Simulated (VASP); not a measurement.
Crystal: TlRu.

```
Tl Ru
1.0
     0.00000    3.00451    3.00451
     3.00451    0.00000    3.00451
     3.00451    3.00451    0.00000
Tl Ru
1 1
Direct
  0.00000 0.00000 0.00000
  0.75000 0.75000 0.75000
```

The cell was built by a generator and needn't be a form met in nature.

```yaml
Program: VASP 6.6.1
Task: relaxation of cell and atoms
Functional: PBE
Potentials_or_basis: VASP PAW PBE potentials, release 64 (Tl_d, Ru_pv)
Cutoff: 600 eV
k_mesh: 8 × 8 × 8
Occupations: methfessel-paxton, width 0.1 eV
Spin: no spin polarisation
```

At the start: pressure 3.6 GPa; volume 27.12 Å³/atom.

Task: How do energy, volume and symmetry change on relaxing?

Result: Over 3 steps the energy falls by 15.7 meV/atom and the volume is 28.58 Å³/atom (+5.4 %); space group F-43m (No. 216, to 0.05 Å).

Step by step:
| step | energy change (eV) | largest force (eV/Å) | pressure (GPa) | volume (Å³) |
| --- | --- | --- | --- | --- |
| 1 | 0.0000 | 0.0000 | 3.64 | 54.24 |
| 2 | -0.0181 | 0.0000 | -1.97 | 59.23 |
| 3 | -0.0313 | 0.0000 | -0.01 | 57.16 |

Final structure:
```xyz
2
Lattice="0.0000 3.0574 3.0574 3.0574 0.0000 3.0574 3.0574 3.0574 0.0000" Properties=species:S:1:pos:R:3 pbc="T T T"
Tl    0.0000    0.0000    0.0000
Ru    4.5861    4.5861    4.5861
```
